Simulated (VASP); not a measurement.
Given:

```
AlN
1.0
    0.00000     2.01699     2.01699
    2.01699     0.00000     2.01699
    2.01699     2.01699     0.00000
Al N
1 1
Direct
  0.00000   0.00000   0.00000
  0.50000   0.50000   0.50000
```

Method: r2SCAN meta-GGA, VASP's PBE PAW potentials (set 64) (plane waves; VASP). Numerical set-up: 520 eV cut-off, 13×13×13 Γ-centred mesh, tetrahedra with Blöchl corrections, potentials Al N.

Problem. What does the run give for the energy per atom (σ→0), band gap (over mesh and band path) with the smallest direct gap where there is one?

Solution. 
band gap (over mesh and band path): 5.56 eV
smallest direct gap (over mesh and band path): 6.62 eV
energy per atom (σ→0): -9.449 eV/atom

The structure was generated: AlN was put into the rock salt type (Fm-3m), which need not be its known phase. It was relaxed first, which changed the volume by -8 %.
